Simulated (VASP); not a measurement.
# Quasiparticle energies of BP in VASP, part 8 of 8

How does the gap of BP change from the starting functional to GW? The cell is of the zinc-blende type, one of the forms listed for this formula. The start is a cell from a database of measured crystal structures.

VASP 6.6.1, plane waves and PAW; the level of theory is named at each step.

So far, quasiparticle gap on the mesh (eV): step 3 (evGW0, evGW0 on PBE) 2.14; step 4 (evGW, evGW on PBE) 2.26; step 5 (QPGW0, QPGW0 on PBE) 2.16. Also gap on the k-mesh (eV): step 2 (empty bands, functional PBE) 1.33; step 7 (another starting point, HSE06) 2.09.

## Step 9: G0W0

This step: G0W0 on HSE06; plane waves and PAW (P_GW, B_GW) (VASP 6.6.1).

G0W0 keeps orbitals and screening fixed and shifts each of the lowest NBANDSGW levels once.

INCAR

```
SYSTEM = BP
PREC = Accurate
ENCUT = 340
ISMEAR = 0
SIGMA = 0.01
LREAL = .FALSE.
LHFCALC = .TRUE.
AEXX = 0.25
GGA = PE
HFSCREEN = 0.2
LASPH = .TRUE.
NBANDS = 152
PRECFOCK = Fast
ALGO = EVGW0
NELMGW = 1
ENCUTGW = 200
NOMEGA = 64
NBANDSGW = 16
LWAVE = .FALSE.
LCHARG = .FALSE.
```

POSCAR

```
BP
1.0
    0.0000000000      2.2690000000      2.2690000000
    2.2690000000      0.0000000000      2.2690000000
    2.2690000000      2.2690000000      0.0000000000
P B
1 1
Direct
    0.7500000000      0.7500000000      0.7500000000
    0.0000000000      0.0000000000      0.0000000000
```

KPOINTS

```
Automatic mesh
0
Gamma
6 6 6
0 0 0
```

The projector-augmented-wave data sets are P_GW and B_GW (PBE family, release 64).

The WAVECAR or CHGCAR of an earlier step is read.

Started as:

```bash
> mpirun -np 8 vasp_std
```

Output:

```text
[banner, memory and clock lines left out]
running    8 mpi-ranks, on    1 nodes
 distrk:  each k-point on    8 cores,    1 groups
 distr:  one band on    1 cores,    8 groups

 POSCAR found type information on POSCAR P B
 POSCAR found :  2 types and       2 ions
 [... a notice as in an earlier step ...]

 [... a notice as in an earlier step ...]

 LDA part: xc-table for (Slater+PW92), standard interpolation
 found WAVECAR, reading the header
 POSCAR, INCAR and KPOINTS ok, starting setup
 FFT: planning ... GRIDC
 FFT: planning ... GRID_SOFT
 FFT: planning ... GRID
 reading WAVECAR
 the WAVECAR file was read successfully
 initial charge from wavefunction
 available memory per node:     33.92 GB, setting MAXMEM to     34729

 The Fermi energy was updated, please check that it is located mid-gap
 values below the HOMO (VB) or above the LUMO (CB) will cause erroneous energies
 E-fermi :   7.7464

 calculate exact exchange contribution
 the WAVEDER file was read successfully
energies w=
    0.000    0.000    0.640    0.000    1.279    0.000    1.915    0.000
    2.547    0.000    3.173    0.000    3.793    0.000    4.406    0.000
    5.011    0.000    5.608    0.000    6.197    0.000    6.777    0.000
    7.350    0.000    7.915    0.000    8.473    0.000    9.024    0.000
    9.570    0.000   10.110    0.000   10.647    0.000   11.181    0.000
   11.712    0.000   12.243    0.000   12.774    0.000   13.307    0.000
   13.842    0.000   14.382    0.000   14.927    0.000   15.480    0.000
   16.042    0.000   16.615    0.000   17.200    0.000   17.801    0.000
   18.418    0.000   19.056    0.000   19.717    0.000   20.404    0.000
   21.121    0.000   21.872    0.000   22.662    0.000   23.496    0.000
   24.382    0.000   25.325    0.000   26.335    0.000   27.422    0.000
   28.599    0.000   29.879    0.000   31.281    0.000   32.826    0.000
   34.541    0.000   36.460    0.000   38.624    0.000   41.087    0.000
   43.921    0.000   47.217    0.000   51.105    0.000   55.759    0.000
   61.433    0.000   68.502    0.000   77.547    0.000   89.521    0.000
  106.102    0.000  130.536    0.000  170.052    0.000  244.641    0.000
 responsefunction array rank=     176
 LDA part: xc-table for (Slater+PW92), standard interpolation

 min. memory requirement per mpi rank    148.0 MB, per node   1184.0 MB

 allocating   8 responsefunctions rank=   176
 shmem allocating  64 responsefunctions rank=   176
 response function shared by NCSHMEM nodes    1
 Doing            8  frequencies on each core in blocks of           64
NQ=   1    0.0000    0.0000    0.0000,
|.........|.........|.........|.........|.........|.........|.........|.........
 performed        333000 updates of chi_q(r,r)
 total number of BLAS operations         76.22 Gflops
NQ=   2    0.1667    0.0000    0.0000,
|.........|.........|.........|.........|.........|.........|.........|.........
 performed        997000 updates of chi_q(r,r)
 total number of BLAS operations        200.62 Gflops
NQ=   3    0.3333    0.0000    0.0000,
|.........|.........|.........|.........|.........|.........|.........|.........
 performed       1661000 updates of chi_q(r,r)
 total number of BLAS operations        325.03 Gflops
NQ=   4    0.5000    0.0000    0.0000,
|.........|.........|.........|.........|.........|.........|.........|.........
 performed       2208000 updates of chi_q(r,r)
 total number of BLAS operations        431.64 Gflops
NQ=   5    0.1667    0.1667    0.0000,
|.........|.........|.........|.........|.........|.........|.........|.........
 performed       2872000 updates of chi_q(r,r)
 total number of BLAS operations        556.05 Gflops
NQ=   6    0.3333    0.1667    0.0000,
|.........|.........|.........|.........|.........|.........|.........|.........
 performed       3954000 updates of chi_q(r,r)
 total number of BLAS operations        750.92 Gflops
NQ=   7    0.5000    0.1667    0.0000,
|.........|.........|.........|.........|.........|.........|.........|.........
 performed       5036000 updates of chi_q(r,r)
 total number of BLAS operations        951.03 Gflops
NQ=   8   -0.3333    0.1667    0.0000,
|.........|.........|.........|.........|.........|.........|.........|.........
 performed       6118000 updates of chi_q(r,r)
 total number of BLAS operations       1153.77 Gflops
NQ=   9   -0.1667    0.1667    0.0000,
|.........|.........|.........|.........|.........|.........|.........|.........
 performed       7044000 updates of chi_q(r,r)
 total number of BLAS operations       1329.64 Gflops
NQ=  10    0.3333    0.3333    0.0000,
|.........|.........|.........|.........|.........|.........|.........|.........
 performed       7708000 updates of chi_q(r,r)
 total number of BLAS operations       1454.05 Gflops
NQ=  11    0.5000    0.3333    0.0000,
|.........|.........|.........|.........|.........|.........|.........|.........
 performed       8790000 updates of chi_q(r,r)
 total number of BLAS operations       1633.65 Gflops
NQ=  12   -0.3333    0.3333    0.0000,
|.........|.........|.........|.........|.........|.........|.........|.........
 performed       9716000 updates of chi_q(r,r)
 total number of BLAS operations       1783.18 Gflops
NQ=  13    0.5000    0.5000    0.0000,
|.........|.........|.........|.........|.........|.........|.........|.........
 performed      10195000 updates of chi_q(r,r)
 total number of BLAS operations       1869.49 Gflops
NQ=  14    0.5000    0.3333    0.1667,
|.........|.........|.........|.........|.........|.........|.........|.........
 performed      11423000 updates of chi_q(r,r)
 total number of BLAS operations       2090.63 Gflops
NQ=  15   -0.3333    0.3333    0.1667,
|.........|.........|.........|.........|.........|.........|.........|.........
 performed      12573000 updates of chi_q(r,r)
 total number of BLAS operations       2297.75 Gflops
NQ=  16   -0.3333    0.5000    0.1667,
|.........|.........|.........|.........|.........|.........|.........|.........
 performed      13504000 updates of chi_q(r,r)
 total number of BLAS operations       2465.49 Gflops
 resolving degeneracies of screened two electron integrals

 calculate QP shifts <psi_nk| G(iteration)W_0 |psi_nk>: iteration 1
 entering main loop
```

It took 29 s on 8 MPI ranks of Intel Xeon 6975P-C (Granite Rapids), shared host; peak memory 2.3 GiB; 3.8 min of CPU time.

Parts of OUTCAR (step 9):

```text
   NELECT =       8.0000    total number of electrons

 E-fermi :   7.7464

 QP shifts <psi_nk| G(iteration)W_0 |psi_nk>: iteration 1
 for sc-GW calculations column KS-energies equals QP-energies in previous step
 and V_xc(KS)=  KS-energies - (<T + V_ion + V_H > + <T+V_H+V_ion>^1  + <V_x>^1)
 k-point   1 :       0.0000    0.0000    0.0000
  band No.  KS-energies  QP-energies   sigma(KS)   V_xc(KS)     V^pw_x(r,r')   Z            occupation Imag(sigma)
      1     -10.3962      -9.9240     -13.4686     -14.1267     -20.4813       0.7175       2.0000       1.2810
      2       6.7014       6.3511     -14.1549     -13.7224     -15.0737       0.8099       2.0000       0.0377
      3       6.7014       6.3511     -14.1549     -13.7224     -15.0737       0.8099       2.0000       0.0377
      4       6.7014       6.3511     -14.1549     -13.7224     -15.0737       0.8099       2.0000       0.0377
      5      11.0634      11.0697     -11.4772     -11.4850      -7.0163       0.8055       0.0000      -0.0601
      6      11.0634      11.0697     -11.4772     -11.4850      -7.0163       0.8055       0.0000      -0.0601
      7      11.0634      11.0697     -11.4772     -11.4850      -7.0163       0.8055       0.0000      -0.0601
      8      15.3941      15.1523     -12.0790     -11.7665      -6.1059       0.7736       0.0000      -0.1248
    ...

 k-point   2 :       0.1667    0.0000    0.0000
  band No.  KS-energies  QP-energies   sigma(KS)   V_xc(KS)     V^pw_x(r,r')   Z            occupation Imag(sigma)
      1      -9.8496      -9.3932     -13.4893     -14.1186     -20.3317       0.7252       2.0000       1.2164
      2       3.6177       3.3365     -13.7361     -13.3810     -15.5308       0.7919       2.0000       0.0541
      3       5.9934       5.6617     -14.0085     -13.5973     -15.0952       0.8066       2.0000       0.0389
      4       5.9934       5.6617     -14.0085     -13.5973     -15.0952       0.8066       2.0000       0.0389
      5      11.6956      11.6332     -11.6007     -11.5230      -6.9502       0.8030       0.0000      -0.0644
      6      12.0332      12.0146     -11.5801     -11.5568      -6.8542       0.7995       0.0000      -0.0670
      7      12.0332      12.0146     -11.5801     -11.5568      -6.8542       0.7995       0.0000      -0.0670
      8      16.7512      16.4665     -11.8899     -11.5182      -5.6366       0.7657       0.0000      -0.1670
    ...

[... 8 parts as in an earlier step ...]

[... 8 further parts left out ...]
```

This step gave:

```yaml
quasiparticle_gap_on_the_mesh: 2.348 eV
smallest_direct_quasiparticle_gap_on_the_mesh: 4.719 eV
gap_of_the_starting_orbitals_on_the_mesh: 2.09 eV
```

GW takes the gap from 2.090 to 2.348 eV. That is +317 meV against the one-shot pass on PBE. The value holds for 152 bands, ENCUTGW = 200 eV and this mesh, and isn't shown to be converged in them.

## Step 10: Summary

This step: GW series: evGW0 on PBE, evGW on PBE, QPGW0 on PBE, G0W0 on HSE06; plane waves and PAW (VASP 6.6.1).

This step runs nothing: it gathers the runs above.

Cost is wall time times ranks on a shared host, with the step that makes the empty bands. GW runs:

| level | bands | ENCUTGW (eV) | NOMEGA | k mesh | starting gap (eV) | quasiparticle gap (eV) | direct gap (eV) | cost (core minutes) |
| --- | --- | --- | --- | --- | --- | --- | --- | --- |
| evGW0 on PBE | 152 | 200 | 64 | 6x6x6 | 1.332 | 2.138 | 4.459 | 13.25 |
| evGW on PBE | 152 | 200 | 64 | 6x6x6 | 1.332 | 2.262 | 4.605 | 13.65 |
| QPGW0 on PBE | 152 | 200 | 64 | 6x6x6 | 1.332 | 2.161 | 4.472 | 45.92 |
| G0W0 on HSE06 | 152 | 200 | 64 | 6x6x6 | 2.09 | 2.348 | 4.719 | 10.27 |

## Step 11: Results

```yaml
evgw0_on_pbe_152_bands_encutgw_200_ev_nomega_64_mesh_6x6x6: 1.332 → 2.138 eV
evgw_on_pbe_152_bands_encutgw_200_ev_nomega_64_mesh_6x6x6: 1.332 → 2.262 eV
qpgw0_on_pbe_152_bands_encutgw_200_ev_nomega_64_mesh_6x6x6: 1.332 → 2.161 eV
g0w0_on_hse06_152_bands_encutgw_200_ev_nomega_64_mesh_6x6x6: 2.090 → 2.348 eV
```

In words: evGW0 gives a quasiparticle gap of 2.138 eV on the mesh, 0.81 eV over the PBE gap on the same mesh. Over the final values of the levels run here the gap spans 2.14 to 2.35 eV. In evGW0 the first pass, which is the one-shot result, gives 2.032 eV and pass 4 gives 2.138 eV; the last pass changed the gap by +2 meV, so the loop is converged. In evGW the first pass, which is the one-shot result, gives 2.032 eV and pass 4 gives 2.262 eV; the last pass changed the gap by +13 meV, so more passes would move it further. In QPGW0 the first pass gives 2.031 eV and pass 4 gives 2.161 eV; the last pass changed the gap by +19 meV, so more passes would move it further. One-shot gaps: 2.032 eV from PBE and 2.348 eV from HSE06. The starting gaps span 0.76 eV and the one-shot gaps 0.32 eV. Bands, response cutoff and mesh weren't tested for convergence, and band edges off the mesh aren't seen. Not tabulated here, as repeats of values shown or as unfit to read for their mesh, reference level or band range: eps2 curves (empty bands); eps1 curves and static values (empty bands); gaps (empty bands).

[Lines on the potential files, build, host, timing and source positions are cut from VASP's logs without a mark.]

[Logs are printed without paths, hosts, clocks, repeated set-up lines and the standing remarks that a program may print on its own settings, such as how far it seeks lower states.]

[Hosts, paths, dates, database ids (printed as entryN), source tags and the programs' standing remarks are cut or masked in the printed files.]

[Pressures printed for these runs are not shown converged in the cutoff: they can be off by several GPa and have the wrong sign.]
